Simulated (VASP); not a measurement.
The system is CoO.

```xyz
4
Lattice="0.0000 2.1315 2.1315 2.1315 0.0000 2.1315 4.2630 4.2630 0.0000" Properties=species:S:1:pos:R:3 pbc="T T T"
Co    0.0000    0.0000    0.0000
Co    2.1315    2.1315    0.0000
O     2.1315    2.1315    2.1315
O     4.2630    4.2630    2.1315
```

Base run:

- Program: VASP 6.6.1
- Functional: PBEsol
- Potentials or basis: VASP PAW PBE potentials, release 64 (Co, O)
- Cutoff: 450 eV
- k mesh: 13 × 13 × 7
- Occupations: gaussian, width 0.05 eV
- Spin: collinear spin, ferromagnetic start
- Starting moments: [3.0, 3.0, 0.0, 0.0] μB
- Hubbard terms: Co d U = 4 eV

Its results: band gap on the k mesh none (metal or under the smearing width); net moment 6.00 μB per cell; site moments Co +2.75; O +0.25 μB.

Q: After a change of settings the same cell gave: band gap on the k mesh none (metal or under the smearing width); net moment 0.00 μB per cell; site moments Co +2.68, -2.68; O +0.00 μB. Which change was it?
A. k mesh from 13 × 13 × 7 to 9 × 9 × 5; hubbard terms from Co d U = 4 eV to Co d U = 6 eV
B. moments at the start from [3.0, 3.0, 0.0, 0.0] to [3.0, -3.0, 0.0, 0.0]
C. k mesh from 13 × 13 × 7 to 9 × 9 × 5; hubbard terms from Co d U = 4 eV to none

A: B.
